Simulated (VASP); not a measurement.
Take CdS (wurtzite), against free atoms with fixed spin and no zero-point term, in VASP with PAW potentials, and its cohesive energy.

Q: One run gives 2.53 eV/atom. Which level is it?
A) LDA
B) PBE
C) r2SCAN
D) PBEsol

A: B, PBE.  The others give 2.89 (PBEsol), 2.77 (r2SCAN), 3.35 (LDA).

Only levels that ran to the end are used. Left out are those held back, those with too coarse a band path, GW runs whose mesh misses a band edge, hybrids' fits of cells that aren't cubic and levels without matching references; a question may draw on a part of the rest.
